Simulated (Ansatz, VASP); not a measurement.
# Ru (Ru(0001) monolayer) in two plane-wave programs

One calculation is typed for both programs; each brings its own data sets. How far apart do they land? The cell is taken from a series of runs on this material, whose earlier steps may have relaxed, scaled, displaced or heated it; both programs get it as it stands.

Calculated with Ansatz 0.2.0; plane waves, with VASP 6.6.1 beside it; single point at PBE.

## (1) Set-up

The cell holds 1 atom: 1 Ru. Cell: a = 2.700 Å, b = 2.700 Å, c = 18.000 Å, α = 90.0°, β = 90.0°, γ = 60.0°. Vacuum lies along c.

## (2) Ansatz: single point, PBE, pair 1

Ansatz runs on its default PAW (the set named soft_2) files.

With cell and atoms fixed, the geometry can't cause a difference; cores, projectors, grids and the points listed under the comparison can.

The input, input.yaml:

```yaml
crystal:
  lattice:
    - [2.7, 0.0, 0.0]
    - [1.35, 2.3382685902, 0.0]
    - [0.0, 0.0, 18.0]
  atoms:
    - { symbol: Ru, position: [0.6666666667, 0.6666666667, 0.5] }
kpoints:
  mp_grid: { grid: [17, 17, 1] }
hamiltonian:
  xc: pbe
scf:
  occupations: { method: fermi_dirac, width: 0.1 }
  convergence: { dr2_threshold: 1.0e-09 }
efield:
  axis: 3
  dipole_correction: true
  ramp_position: 0.97
  ramp_width: 0.06
output:
  write_potential: true
  write_density: true
  volumetric_format: npy
  elf: true
```

Launch:

```bash
$ ansatz run input.yaml --threads 2 --pin off --max-ram 3072MiB --backend cpu --events-out ev --progress --plain --runs-dir out
```

Numbers of over 12 decimals in the logs are rounded to 6 here.

The program printed:

```text
Engine: ansatz 0.2.0, aarch64-unknown-linux-gnu
Pseudopotentials: kind: paw
Pseudopotential: Ru, paw, valence charge 16, recommended cutoff 420 eV (normal), Ru.paw.azcp
Functional definition: PBE
  parameter kappa = 0.804
  parameter beta = 0.066725
  exchange = pbe_x(kappa = kappa, mu = beta*pi^2/3)
  correlation = pbe_c(beta = beta)
Crystal: 1 atoms, lattice volume = 113.640 Å³
Basis set: ecut = 420 eV, 2251 PW (Γ)
Bands: 12, of which v1, the nominal top of the filled ones, is band 8 counted from 1 (7 counted from 0)
Symmetry: 12 space group operations
k-points: 33 of 289
Non-local potential: Ru, projectors of the file, l = 0: 3, l = 1: 2, l = 2: 2, l = 3: 1
PAW form: soft (Blöchl's): semilocal exchange-correlation on the pseudo side does not see the compensation charge
PAW one-centre angular grid: Ru, 590 points (default); XC on 64 Gauss nodes
Initial density: superposition of atomic densities (neutral atoms: chi_scale 0, normalization atom), corrected by the library's trained network
Initial wavefunctions: pseudopotential atomic-orbital guess
Functional: x = pbe(κ = 0.804, μ = 0.219515), c = pbe(β = 0.066725)
SCF iter   1: F=—  HF=-5876.177306 eV  |F-HF|=—  |Δ(HF+E_count)|=         —  Δρ=2.13e-3  dr2=5.79e-3  ethr=1.77e-3  p=-0.000 e·Å  D=-5.72e-15 V/Å  ΔV_dip=0.00 eV  dr2_dipole=3.68e-13  V_vac-E_F(+/−)=5.79/5.79 eV  ⟨swp⟩=5.4  Hψ=2319  notcnv=0
efield: sawtooth ramp at fractional position 0.9700 (set: `efield.ramp_position`, or a place that a band, a saddle search or an elastic batch's reference lends), width 0.0600; the density the first Hamiltonian is built on has a dipole p = -0.000 e·Å; the dipole correction subtracts the counter field D = -5.72e-15 V/Å, which shifts the + side's vacuum level by +0.00 eV against the − side's; the planar-averaged density in the ramp window peaks in size at 1.6e-5 e/Å³
preconditioner: auto → LDOS  [metal: Δε(μ)=0.034 eV  Ē_g=6.254 eV  σ=0.100 eV  W_gap=0.08  n_scr=10 (ndim 8)  ℏωp=9.9 eV  f_vac=0.740  D(μ)=4.18/eV (n_scr^D=14)  β→1.0]
SCF iter   2: F=—  HF=-5876.182770 eV  |F-HF|=—  |Δ(HF+E_count)|=   5.46e-3  Δρ=2.12e-3  dr2=2.83e-3  ethr=3.62e-5  p=-0.000 e·Å  D=-1.57e-7 V/Å  ΔV_dip=0.00 eV  dr2_dipole=4.72e-13  V_vac-E_F(+/−)=5.70/5.70 eV  ⟨swp⟩=3.5  Hψ=1167  notcnv=0
SCF iter   3: F=—  HF=-5876.182191 eV  |F-HF|=—  |Δ(HF+E_count)|=   5.79e-4  Δρ=4.47e-4  dr2=2.64e-4  ethr=1.77e-5  p=-0.000 e·Å  D=-9.94e-8 V/Å  ΔV_dip=0.00 eV  dr2_dipole=3.13e-14  V_vac-E_F(+/−)=5.72/5.72 eV  ⟨swp⟩=2.6  Hψ=708  notcnv=0
SCF iter   4: F=—  HF=-5876.182297 eV  |F-HF|=—  |Δ(HF+E_count)|=   1.06e-4  Δρ=1.34e-4  dr2=2.75e-5  ethr=1.65e-6  p=-0.000 e·Å  D=-5.29e-8 V/Å  ΔV_dip=0.00 eV  dr2_dipole=7.29e-16  V_vac-E_F(+/−)=5.71/5.71 eV  ⟨swp⟩=1.9  Hψ=545  notcnv=0
SCF iter   5: F=—  HF=-5876.182295 eV  |F-HF|=—  |Δ(HF+E_count)|=   1.25e-6  Δρ=2.98e-5  dr2=1.91e-6  ethr=1.72e-7  p=-0.000 e·Å  D=-3.95e-8 V/Å  ΔV_dip=0.00 eV  dr2_dipole=3.71e-17  V_vac-E_F(+/−)=5.71/5.71 eV  ⟨swp⟩=2.3  Hψ=549  notcnv=0
SCF iter   6: F=—  HF=-5876.182298 eV  |F-HF|=—  |Δ(HF+E_count)|=   3.14e-6  Δρ=7.93e-6  dr2=1.60e-7  ethr=1.20e-8  p=-0.000 e·Å  D=-2.85e-8 V/Å  ΔV_dip=0.00 eV  dr2_dipole=9.09e-15  V_vac-E_F(+/−)=5.70/5.70 eV  ⟨swp⟩=2.3  Hψ=535  notcnv=0
SCF iter   7: F=—  HF=-5876.182298 eV  |F-HF|=—  |Δ(HF+E_count)|=   1.03e-8  Δρ=2.12e-6  dr2=5.25e-9  ethr=9.99e-10  p=-0.000 e·Å  D=-3.00e-9 V/Å  ΔV_dip=0.00 eV  dr2_dipole=2.06e-15  V_vac-E_F(+/−)=5.70/5.70 eV  ⟨swp⟩=2.3  Hψ=528  notcnv=0
SCF iter   8: F=-5876.182298 eV  HF=-5876.182298 eV  |F-HF|=7.73e-11  |Δ(HF+E_count)|=   1.09e-8  Δρ=5.72e-7  dr2=2.43e-10  ethr=6.25e-12  p=-0.000 e·Å  D=-1.25e-8 V/Å  ΔV_dip=0.00 eV  dr2_dipole=8.96e-15  V_vac-E_F(+/−)=5.70/5.70 eV  ⟨swp⟩=5.8  Hψ=1500  notcnv=0
SCF 1 converged in 8 iterations: F = -5876.182298 eV  dr2 = 2.43e-10
  greatest PAW one-centre occupation: 0.998 electrons in one spin orbital (limit 2), on the Ru atom at site 0 (counted from 0), in its partial waves of l = 0
WARN: The output density's exchange-correlation potential varies sharply where the density is thin. Do not read a vacuum level from v_tot or v_xc, or from such a field of the output density. On a cell that repeats whose density bears no net charge and no dipole along the vacuum's axis use v_es (v_loc + v_h of the components); under efield.dipole_correction with no amplitude use v_es + v_field, which holds any externa [...]
SCF converged after 8 iterations
Free energy (F): -5876.182298 eV
Harris-Foulkes:  -5876.182298 eV  (|F-HF|=7.73e-11)
Internal energy: -5876.052414 eV  (E = F + TS)
E sigma→0 (E₀):  -5876.117356 eV
Entropy (-TS):   -0.129885 eV (-129.885 meV/atom)
Fermi energy:    -2.157000 eV
Dipole field:    D = 0.000000 V/Å  (p = 0.000000 e·Å, saw-weighted, corrected)
Work function:   Φ+ = 5.7019 eV   Φ− = 5.7019 eV
Levels:          The Fermi level and band energies are counted from a zero that moves with the ramp; work functions are not
--- Per-component energies (eV) ---
  E_band       = -447.257661
  E_kinetic    = 509.001002
  E_local      = -10573.554787  (includes V_loc(G=0)·N_el)
  E_nonlocal   = 345.555321
  E_hartree    = 4864.113280
  E_xc         = -186.428584
  E_vxc        = -233.515280  (∫ρ·V_xc dr)
  E_paw        = -3461.512233  (= ΣΔE_a)
  E_vpaw       = -222.970692  (= ΣTr[D̂ρ^β])
  E_aug_tail   = -0.000182  (compensation charges beyond the density's cutoff)
  E_efield     = 0.000000  (sawtooth field / dipole correction)
  E_vefield    = 0.000000  (∫n·V_field dr)
  E_ewald      = 2626.773769
  E_smearing   = -0.129885  (= −TS)
  E_closure    = 0.000000  (closes the sum)
  Σ components = -5876.182298   (vs F -5876.182298, Δ=0.00e0)
--- Band table (eV; the first three rows and the last of 33) ---
  k-point 0: bands = [... 4 lower, -7.1440, -3.7132, -3.6486, -3.6486, -1.2496, -1.2496, -0.7106, 3.1650]
  k-point 1: bands = [... 4 lower, -7.0063, -3.7269, -3.6623, -3.5490, -1.7365, -1.2749, -0.2141, 3.2565]
  k-point 2: bands = [... 4 lower, -6.6195, -3.9186, -3.5127, -3.2561, -2.3986, -1.3464, 0.4938, 3.5307]
  k-point 32: bands = [... 4 lower, -4.2686, -4.0423, -3.5866, -3.5292, -2.0849, 6.2064, 6.7757, 8.0177]
```

In the SCF lines HF is the Harris–Foulkes energy and dr2 the Hartree energy of the density residual, in eV; the loop may stop once dr2 is under the threshold and the program's other checks hold. Hψ counts applications of the Hamiltonian.

## (3) VASP: single point, PBE, pair 1

The same cell, functional, mesh and smearing now go to VASP, with its own data sets.

Lines of VASP's logs that name or quote its potential files are left out, and so is its time.

The input, INCAR:

```
SYSTEM = Ru
PREC = Accurate
ENCUT = 400
EDIFF = 1E-06
NELM = 120
ISMEAR = -1
SIGMA = 0.1
LREAL = .FALSE.
ALGO = Normal
GGA = PE
NBANDS = 13
LASPH = .TRUE.
LORBIT = 11
LWAVE = .FALSE.
LCHARG = .FALSE.
ISIF = 2
LDIPOL = .TRUE.
IDIPOL = 3
DIPOL = 0.5 0.5 0.5
LVHAR = .TRUE.
GGA_COMPAT = .FALSE.
NELMDL = -8
KPAR = 2
```

The input, POSCAR:

```
Ru
1.0
    2.7000000000      0.0000000000      0.0000000000
    1.3500000000      2.3382685902      0.0000000000
    0.0000000000      0.0000000000     18.0000000000
Ru
1
Direct
    0.6666666667      0.6666666667      0.5000000000
```

The input, KPOINTS:

```
Automatic mesh
0
Gamma
17 17 1
0 0 0
```

Potentials, in the order of the species: Ru_pv (PBE family, release 64).

Launch:

```bash
$ mpirun -np 2 vasp_std
```

The program printed:

```text
[banner, memory and clock lines left out]
running    2 mpi-ranks, on    1 nodes
 distrk:  each k-point on    1 cores,    2 groups
 distr:  one band on    1 cores,    1 groups

 POSCAR found type information on POSCAR Ru
 POSCAR found :  1 types and       1 ions
 LDA part: xc-table for (Slater+PW92), standard interpolation
 POSCAR, INCAR and KPOINTS ok, starting setup
 FFT: planning ... GRIDC
 FFT: planning ... GRID_SOFT
 FFT: planning ... GRID
 WAVECAR not read
 entering main loop
       N       E                     dE             d eps       ncg     rms          rms(c)
DAV:   1     0.488690521203E+02    0.48869E+02   -0.73435E+03  1154   0.678E+02
DAV:   2    -0.587812967215E+01   -0.54747E+02   -0.51717E+02  1006   0.184E+02
DAV:   3    -0.711634984772E+01   -0.12382E+01   -0.12007E+01   994   0.249E+01
DAV:   4    -0.713819118377E+01   -0.21841E-01   -0.21823E-01  1191   0.297E+00
DAV:   5    -0.713855119265E+01   -0.36001E-03   -0.35998E-03  1058   0.297E-01
DAV:   6    -0.713856655791E+01   -0.15365E-04   -0.15365E-04  1247   0.373E-02
DAV:   7    -0.713856664894E+01   -0.91032E-07   -0.91540E-07   775   0.379E-03
DAV:   8    -0.713856665241E+01   -0.34702E-08   -0.29390E-08   599   0.891E-04    0.611E+00
DAV:   9    -0.675824156477E+01    0.38033E+00   -0.13938E+00   928   0.112E+01    0.179E+00
DAV:  10    -0.673790257300E+01    0.20339E-01   -0.28502E-02   940   0.111E+00    0.946E-01
DAV:  11    -0.673166670553E+01    0.62359E-02   -0.62111E-03   923   0.580E-01    0.227E-01
DAV:  12    -0.673091983590E+01    0.74687E-03   -0.56756E-04  1004   0.197E-01    0.607E-02
DAV:  13    -0.673067541069E+01    0.24443E-03   -0.88816E-05   943   0.820E-02    0.297E-02
DAV:  14    -0.673049179159E+01    0.18362E-03   -0.72633E-05   938   0.561E-02    0.143E-02
DAV:  15    -0.673058235271E+01   -0.90561E-04   -0.43065E-05   933   0.324E-02    0.479E-03
DAV:  16    -0.673064582249E+01   -0.63470E-04   -0.69327E-06   928   0.909E-03    0.368E-03
DAV:  17    -0.673070914792E+01   -0.63325E-04   -0.17455E-05   873   0.119E-02    0.122E-03
DAV:  18    -0.673074097598E+01   -0.31828E-04   -0.15830E-06   816   0.404E-03    0.839E-04
DAV:  19    -0.673075769806E+01   -0.16722E-04   -0.70425E-07   822   0.289E-03    0.548E-04
DAV:  20    -0.673077273297E+01   -0.15035E-04   -0.78845E-07   788   0.240E-03    0.271E-04
DAV:  21    -0.673077560758E+01   -0.28746E-05   -0.64980E-08   679   0.833E-04    0.148E-04
DAV:  22    -0.673077731237E+01   -0.17048E-05   -0.73697E-08   617   0.711E-04    0.335E-05
DAV:  23    -0.673077737116E+01   -0.58788E-07   -0.60494E-09   699   0.234E-04
   1 F= -.67307774E+01 E0= -.66657344E+01  d E =-.130086E+00
```

Parts of OUTCAR (step 3):

```text
ion  position               nearest neighbor table
   1  0.667  0.667  0.500-

  LATTYP: Found a hexagonal cell.
 ALAT       =     2.7000000000
 C/A-ratio  =     6.6666666667

 Subroutine GETGRP returns: Found 24 space group operations
 (whereof 12 operations were pure point group operations)

The static configuration has the point symmetry D_3h.
 The point group associated with its full space group is D_6h.

 Found     33 irreducible k-points:

   k-points           NKPTS =     33   k-points in BZ     NKDIM =     33   number of bands    NBANDS=     13

   dimension x,y,z NGX =    18 NGY =   18 NGZ =  120
   dimension x,y,z NGXF=    36 NGYF=   36 NGZF=  240

   ENCUT  =  400.0 eV  29.40 Ry    5.42 a.u.   4.40  4.40 29.35*2*pi/ulx,y,z

   NELECT =      14.0000    total number of electrons

 k-points in reciprocal lattice and weights: Automatic mesh
   0.00000000  0.00000000  0.00000000       0.003
   0.05882353 -0.00000000  0.00000000       0.021
   0.11764706 -0.00000000  0.00000000       0.021
   0.17647059 -0.00000000  0.00000000       0.021
   0.23529412 -0.00000000  0.00000000       0.021
   0.29411765  0.00000000  0.00000000       0.021
   0.35294118 -0.00000000  0.00000000       0.021
   0.41176471 -0.00000000  0.00000000       0.021
   0.47058824 -0.00000000  0.00000000       0.021
[...]
-0.41176471  0.29411765  0.00000000       0.021
  -0.35294118  0.29411765  0.00000000       0.021

 dipolmoment           0.000000      0.000000      0.000000 electrons x Angstroem

 average (electrostatic) potential at core
       1 -82.8709

 E-fermi :  -3.4357

 k-point     1 :       0.0000    0.0000    0.0000
  band No.  band energies     occupation
    ...
      3     -45.4559      2.00000
      4      -8.4235      2.00000
      5      -4.9900      2.00000
      6      -4.9237      2.00000
      7      -4.9237      2.00000
      8      -2.5302      0.00023
      9      -2.5302      0.00023
     10      -1.9842      0.00000
     11       1.9089      0.00000
     12       2.4543      0.00000
    ...

 k-point     2 :       0.0588   -0.0000    0.0000
  band No.  band energies     occupation
    ...
      3     -45.4619      2.00000
      4      -8.2856      2.00000
      5      -5.0020      2.00000
      6      -4.9392      2.00000
      7      -4.8242      2.00000
      8      -3.0148      0.02928
      9      -2.5553      0.00030
     10      -1.4898      0.00000
     11       2.0002      0.00000
     12       2.5646      0.00000
    ...

 k-point     3 :       0.1176   -0.0000    0.0000
  band No.  band energies     occupation
    ...
      4      -7.8982      2.00000
      5      -5.1938      2.00000
      6      -4.7897      2.00000
      7      -4.5319      1.99997
      8      -3.6763      1.83453
      9      -2.6267      0.00061
     10      -0.7822      0.00000
     11       2.2738      0.00000
     12       2.8886      0.00000
     13       3.1810      0.00000

  Total       -4.0145768     -4.0145768     -0.0870540      0.0000000      0.0000000      0.0000000
  in kB      -56.6004247    -56.6004247     -1.2273501      0.0000000      0.0000000      0.0000000
  external PRESSURE =     -38.1427332 kB  Pullay stress =       0.0000000 kB

  energy-cutoff  :      400.00
  volume of cell :      113.64
      direct lattice vectors                 reciprocal lattice vectors
     2.700000000  0.000000000  0.000000000     0.370370370 -0.213833433  0.000000000
     1.350000000  2.338268590  0.000000000     0.000000000  0.427666866  0.000000000
     0.000000000  0.000000000 18.000000000     0.000000000  0.000000000  0.055555556

 POSITION                                       TOTAL-FORCE (eV/Angst)
 -----------------------------------------------------------------------------------
      2.70000      1.55885      9.00000         0.000000     -0.000000      0.000000
 -----------------------------------------------------------------------------------
    total drift:                               -0.000000     -0.000000     -0.000000

  FREE ENERGIE OF THE ION-ELECTRON SYSTEM (eV)
  ---------------------------------------------------
  free  energy   TOTEN  =        -6.7307773712 eV

  energy  without entropy=       -6.6006915012  energy(sigma->0) =       -6.66573444

 vacuum level on the upper side and lower side of the slab         2.266         2.266

 total charge
# of ion       s       p       d       tot
------------------------------------------
    1        0.366   6.129   5.860  12.355

[... 3 further parts left out ...]
```

## (4) Comparison

Known differences besides the potentials themselves: the data sets hold 16 valence electrons in Ansatz (on its default PAW (the set named soft_2) files) and 14 in VASP; the cutoff is 420 eV in Ansatz and 400 eV in VASP. Total energies have different zeros and are not compared.

Compared:

```csv
quantity,Ansatz,VASP,difference
"work function, lower of the two faces (eV)",5.70,5.70,0.00
"work function, higher of the two faces (eV)",5.70,5.70,0.00
```

With vacuum in the cell, a pressure given here is an average over mostly empty space and none of the material.

## (5) Ansatz: single point, PBE, pair 2

With cell and atoms fixed, the geometry can't cause a difference; cores, projectors, grids and the points listed under the comparison can. This pair takes another cell of the material, with 2 atoms against 1 for the pair before.

The cell is taken from a series of runs on this material, whose earlier steps may have relaxed, scaled, displaced or heated it; both programs get it as it stands.

input.yaml, the sections that differ from step 2:

```yaml
crystal:
  lattice:
    - [2.7, 0.0, 0.0]
    - [1.35, 2.3382685902, 0.0]
    - [0.0, 0.0, 20.1384]
  atoms:
    - { symbol: Ru, position: [0.6666666667, 0.6666666667, 0.4469074008] }
    - { symbol: Ru, position: [0.0, 0.0, 0.5530925992] }
output:
  write_potential: true
  write_density: true
  volumetric_format: npy
# kpoints, hamiltonian, scf, efield: as in step 2
```

Launch:

```bash
$ ansatz run input.yaml --threads 2 --pin off --max-ram 3072MiB --backend cpu --events-out ev --progress --plain --runs-dir out
```

The program printed:

```text
[...]
Crystal: 2 atoms, lattice volume = 127.140 Å³
Basis set: ecut = 420 eV, 2497 PW (Γ)
Bands: 20, of which v1, the nominal top of the filled ones, is band 16 counted from 1 (15 counted from 0)
Symmetry: 6 space group operations
k-points: 33 of 289 (time reversal used)
[...]
k-point 0: bands = [... 12 lower, -1.1501, -0.9358, -0.9358, 0.1038, 0.9942, 0.9942, 2.1511, 2.1790]
  k-point 1: bands = [... 12 lower, -1.0573, -1.0535, -0.8523, 0.0247, 0.9559, 1.0787, 1.4119, 2.1888]
  k-point 2: bands = [... 12 lower, -1.1681, -0.7788, -0.6143, -0.1896, 0.6686, 0.8737, 1.5192, 2.2084]
  k-point 32: bands = [... 12 lower, -1.0985, -0.9575, -0.6997, 0.9775, 1.7180, 1.8769, 8.5879, 8.9775]
[key lines of the parts left out:]
SCF converged after 9 iterations
Free energy (F): -11755.330571 eV
Fermi energy:    1.085846 eV
Dipole field:    D = -0.000004 V/Å  (p = -0.000003 e·Å, saw-weighted, corrected)
Work function:   Φ+ = 5.0848 eV   Φ− = 5.0847 eV
```

## (6) VASP: single point, PBE, pair 2

The same cell, functional, mesh and smearing now go to VASP, with its own data sets.

Edit INCAR of step 3 so:

```diff
@@ -10,3 +10,3 @@
 GGA = PE
-NBANDS = 13
+NBANDS = 20
 LASPH = .TRUE.
```

The input, POSCAR:

```
Ru
1.0
    2.7000000000      0.0000000000      0.0000000000
    1.3500000000      2.3382685902      0.0000000000
    0.0000000000      0.0000000000     20.1384000000
Ru
2
Direct
    0.6666666667      0.6666666667      0.4469074008
    0.0000000000      0.0000000000      0.5530925992
```

KPOINTS is that of step 3.

Launch:

```bash
$ mpirun -np 2 vasp_std
```

The program printed:

```text
[banner, memory and clock lines left out]
running    2 mpi-ranks, on    1 nodes
[...]
LDA part: xc-table for (Slater+PW92), standard interpolation
 POSCAR, INCAR and KPOINTS ok, starting setup
[...]
entering main loop
       N       E                     dE             d eps       ncg     rms          rms(c)
DAV:   1     0.160160158417E+03    0.16016E+03   -0.15830E+04  1824   0.982E+02
DAV:   2    -0.134666870377E+02   -0.17363E+03   -0.16877E+03  1556   0.290E+02
DAV:   3    -0.176377827527E+02   -0.41711E+01   -0.39731E+01  1504   0.431E+01
DAV:   4    -0.177361967503E+02   -0.98414E-01   -0.98262E-01  1844   0.561E+00
[...]
DAV:  22    -0.164227153560E+02   -0.46336E-05   -0.24400E-07   924   0.139E-03    0.174E-04
DAV:  23    -0.164227166910E+02   -0.13350E-05   -0.54512E-08   856   0.746E-04    0.553E-05
DAV:  24    -0.164227167981E+02   -0.10704E-06   -0.12944E-08   948   0.358E-04
   1 F= -.16422717E+02 E0= -.16368015E+02  d E =-.109404E+00
```

From OUTCAR (step 6):

```text
  Total       -3.0198602     -3.0198602     -2.8060460      0.0000000      0.0000000      0.0000000
  in kB      -38.0552250    -38.0552250    -35.3608137      0.0000000      0.0000000      0.0000000
  external PRESSURE =     -37.1570879 kB  Pullay stress =       0.0000000 kB

 POSITION                                       TOTAL-FORCE (eV/Angst)
 -----------------------------------------------------------------------------------
      2.70000      1.55885      9.00000         0.000000      0.000000      1.227001
      0.00000      0.00000     11.13840        -0.000000      0.000000     -1.227001
 -----------------------------------------------------------------------------------
    total drift:                               -0.000000     -0.000000     -0.000000

  FREE ENERGIE OF THE ION-ELECTRON SYSTEM (eV)
  ---------------------------------------------------
  free  energy   TOTEN  =       -16.4227167981 eV

  energy  without entropy=      -16.3133129148  energy(sigma->0) =      -16.36801486

[... 3 further parts left out ...]
[key lines of the parts left out:]
E-fermi :  -1.1962
```

## (7) Differences

What differs besides the data sets and the points named for the pairs above, as far as they apply: the data sets hold 32 valence electrons in Ansatz (on its default PAW (the set named soft_2) files) and 28 in VASP. Total energies have different zeros and are not compared.

Compared:

| quantity | Ansatz | VASP | difference |
| --- | --- | --- | --- |
| work function, lower of the two faces (eV) | 5.08 | 5.08 | 0.00 |
| work function, higher of the two faces (eV) | 5.08 | 5.08 | 0.00 |

With vacuum in the cell, a pressure given here is an average over mostly empty space and none of the material.

[end of part 1 of 2]

[Lines on the potential files, build, host, timing and source positions are cut from VASP's logs without a mark.]

[Logs are printed without paths, hosts, clocks, repeated set-up lines and the standing remarks that a program may print on its own settings, such as how far it seeks lower states.]

[Hosts, paths, dates, database ids (printed as entryN), source tags and the programs' standing remarks are cut or masked in the printed files.]
